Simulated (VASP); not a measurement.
VASP ran on this input.

### KPOINTS
```
Automatic mesh
0
Gamma
4 4 4
0 0 0
```

### INCAR
```
ALGO = Normal
EDIFF = 1E-6
ENCUT = 300
GGA = PE
ISIF = 2
ISMEAR = -1
LASPH = .True.
LCHARG = .False.
LMAXMIX = 4
LREAL = .False.
LWAVE = .False.
NELM = 100
PREC = Accurate
SIGMA = 0.2
SYSTEM = Sn
```

**POSCAR**
```
Sn
1
   -2.9401400000     2.9401400000     1.5993000000
    2.9401400000    -2.9401400000     1.5993000000
    2.9401400000     2.9401400000    -1.5993000000
Sn
2
Direct
  0.7537320000   0.2532290000   0.4997400000
 -0.0037320000  -0.0032290000   0.0002600000
```

POTCAR, in this order: Sn_d (PBE.64 set). Program: vasp_std.

Write an equivalent input for Quantum ESPRESSO's pw.x.

One equivalent input (not run):
```
&CONTROL
  calculation = 'scf'
  pseudo_dir = './pseudo'
  outdir = './out'
  tprnfor = .true.
  tstress = .true.
/
&SYSTEM
  ibrav = 0
  nat = 2
  ntyp = 1
  ecutwfc = 72
  occupations = 'smearing'
  smearing = 'fermi-dirac'
  degauss = 0.0147
  input_dft = 'pbe'
/
&ELECTRONS
  conv_thr = 7.3e-08
  electron_maxstep = 100
/
ATOMIC_SPECIES
  Sn 118.710 Sn.upf
CELL_PARAMETERS angstrom
    -2.9401400    2.9401400    1.5993000
     2.9401400   -2.9401400    1.5993000
     2.9401400    2.9401400   -1.5993000
ATOMIC_POSITIONS crystal
  Sn   0.7537320  0.2532290  0.4997400
  Sn  -0.0037320 -0.0032290  0.0002600
K_POINTS automatic
  4 4 4 0 0 0
```
The two are equivalent in intent, not identical: the potentials are each code's own (VASP's PAW set, PseudoDojo norm-conserving files in pw.x), so ENCUT and ecutwfc are chosen apart and not converted; conv_thr bounds pw.x's estimated SCF error, while EDIFF bounds the energy change between steps.

The structure comes from a computed database's Sn entry; how it stands against other phases isn't given here. The cell was not relaxed at this level, atoms are displaced from their ideal sites. The k-mesh is coarse (spacing up to 0.56 per Å, 2π included), so the numbers may not be converged in it. The run is one of a series of settings (ISMEAR = -1, SIGMA = 0.2, KPOINTS 4×4×4 Γ-centred mesh against the base run), some of them coarse on purpose.
